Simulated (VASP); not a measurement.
**PrO (space group Fm-3m): computed properties**

Method: PBEsol GGA, VASP's PBE PAW potentials (set 64) (plane waves; VASP 6.6.1).

```
Quantity                                                              Result
----------------------------------  ----------------------------------------
space group                                                      Fm-3m (225)
cell                                a = b = c = 5.0324 Å, α = β = γ = 90.00°
volume per atom                                                15.93 Å³/atom
band gap (over mesh and band path)  none (metal, semimetal or under 0.01 eV)
Hill bulk modulus                                                    148 GPa
Hill shear modulus                                                  583 kbar
Poisson's ratio                                                        0.326
band gap with spin-orbit coupling                            none (metallic)
density                                                           8.18 g/cm³
optical Γ-point spectrum                                       373 (×3) cm⁻¹
C11                                                                  318 GPa
C12                                                                 63.3 GPa
C44                                                                 32.5 GPa
```

Space group Fm-3m (No. 225); a = 5.0324 Å, b = 5.0324 Å, c = 5.0324 Å, α = 90.00°, β = 90.00°, γ = 90.00°

```
atom  site  symmetry       x       y       z
----  ----  --------  ------  ------  ------
Pr      4a      m-3m  0.0000  0.0000  0.0000
O       4b      m-3m  0.5000  0.5000  0.5000
```
(The calculation used a cell of 2 atoms; values per cell refer to that cell.)

The 4f electrons are frozen in the core of the lanthanide potential, so 4f levels, which can set the real gap, and their magnetism are missing. Finite-difference elastic constants of metals are sensitive to mesh and smearing; shear constants can be off by tens of GPa.

The structure comes from a computed database's PrO entry (Fm-3m); how it stands against other phases isn't given here. It was relaxed first. Symmetry was kept, so distortions that lower it aren't found. The electron count is odd and the run is not spin-polarised, which forces a metal.
